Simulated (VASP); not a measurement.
Computed with vdW-DF-cx, VASP's PBE PAW potentials (set 64) (plane waves; VASP).

Input for VASP

INCAR:
```
AGGAC = 0.0
ALGO = Normal
EDIFF = 1E-7
ENCUT = 520
GGA = CX
ICHARG = 11
ISMEAR = 0
LASPH = T
LCHARG = F
LMAXMIX = 4
LORBIT = 11
LREAL = F
LUSE_VDW = T
LWAVE = F
NELM = 100
PREC = Accurate
SIGMA = 0.05
SYSTEM = CsSnI3
```

### KPOINTS
```
k-points along high-symmetry lines
15
Line-mode
Reciprocal
  0.000000   0.000000   0.000000 ! GAMMA
  0.000000   0.500000   0.000000 ! X

  0.000000   0.500000   0.000000 ! X
  0.500000   0.500000   0.000000 ! M

  0.500000   0.500000   0.000000 ! M
  0.000000   0.000000   0.000000 ! GAMMA

  0.000000   0.000000   0.000000 ! GAMMA
  0.500000   0.500000   0.500000 ! R

  0.500000   0.500000   0.500000 ! R
  0.000000   0.500000   0.000000 ! X

  0.500000   0.500000   0.500000 ! R
  0.500000   0.500000   0.000000 ! M
```

File POSCAR:
```
CsSnI3
1
    6.1763043620     0.0000000000     0.0000000000
    0.0000000000     6.1763043620     0.0000000000
    0.0000000000     0.0000000000     6.1763043620
Cs Sn I
1 1 3
Direct
  0.0000000000   0.0000000000   0.0000000000
  0.5000000000   0.5000000000   0.5000000000
  0.5000000000   0.0000000000   0.5000000000
  0.0000000000   0.5000000000   0.5000000000
  0.5000000000   0.5000000000   0.0000000000
```

POTCAR, in this order: Cs_sv Sn_d I (PBE.64 set). Program: vasp_std. Read from the step before: CHGCAR.

The run wrote:

File OSZICAR:
```
       N       E                     dE             d eps       ncg     rms          rms(c)
DAV:   1     0.367868500086E+03    0.36787E+03   -0.18420E+04  4680   0.154E+03
DAV:   2     0.434332441607E+02   -0.32444E+03   -0.31776E+03  5588   0.310E+02
DAV:   3     0.255458020175E+00   -0.43178E+02   -0.42414E+02  5684   0.123E+02
DAV:   4    -0.154528150977E+01   -0.18007E+01   -0.17849E+01  5648   0.284E+01
DAV:   5    -0.160321641316E+01   -0.57935E-01   -0.57899E-01  7264   0.514E+00
DAV:   6    -0.160373616418E+01   -0.51975E-03   -0.51971E-03  5896   0.421E-01
DAV:   7    -0.160375461602E+01   -0.18452E-04   -0.18451E-04  7334   0.803E-02
DAV:   8    -0.160375485492E+01   -0.23891E-06   -0.23902E-06  5902   0.765E-03
DAV:   9    -0.160375486126E+01   -0.63401E-08   -0.61985E-08  4400   0.143E-03
   1 F= -.16037549E+01 E0= -.16037523E+01  d E =-.502625E-05
```

File OUTCAR:
```
 val. band max:        2.9683614183   @ k =   0.5000   0.5000   0.5000

 cond. band min:       3.2238009548   @ k =   0.5000   0.5000   0.5000



 k-point     1 :       0.0000    0.0000    0.0000
  band No.  band energies     occupation
      1     -19.3716      2.00000
      2     -19.1428      2.00000
      3     -19.1428      2.00000
      4     -19.1200      2.00000
      5     -19.1200      2.00000
      6     -19.1200      2.00000
      7     -10.4214      2.00000
      8      -9.6666      2.00000
      9      -9.6666      2.00000
     10      -6.1484      2.00000
     11      -6.1484      2.00000
     12      -6.1484      2.00000
     13      -3.3643      2.00000
     14      -1.8532      2.00000
     15      -1.8532      2.00000
     16      -1.8532      2.00000
     17       0.5617      2.00000
     18       0.5617      2.00000
     19       0.5617      2.00000
     20       0.7338      2.00000
     21       0.7338      2.00000
     22       0.7338      2.00000
     23       5.1442      0.00000
     24       6.0287      0.00000
     25       6.0288      0.00000
     26       6.3620      0.00000

 k-point     2 :       0.0000    0.0357    0.0000
  band No.  band energies     occupation
      1     -19.3716      2.00000
      2     -19.1428      2.00000
      3     -19.1427      2.00000
      4     -19.1200      2.00000
      5     -19.1200      2.00000
      6     -19.1200      2.00000
      7     -10.4196      2.00000
      8      -9.6688      2.00000
      9      -9.6666      2.00000
     10      -6.1483      2.00000
     11      -6.1483      2.00000
     12      -6.1481      2.00000
     13      -3.3870      2.00000
     14      -1.8518      2.00000
     15      -1.8518      2.00000
     16      -1.8192      2.00000
     17       0.5594      2.00000
     18       0.5595      2.00000
     19       0.5595      2.00000
     20       0.7312      2.00000
     21       0.7312      2.00000
     22       0.7317      2.00000
     23       5.1581      0.00000
...
```

The density is held fixed in this step, so its total energy and stress have no physical meaning. Unless said otherwise, spin-orbit coupling is left out, though it shifts the bands of the heavy elements here.

The compound is CsSnI3 in the cubic perovskite structure, the ideal cubic form; the compound distorts at low or room temperature. It was relaxed first.
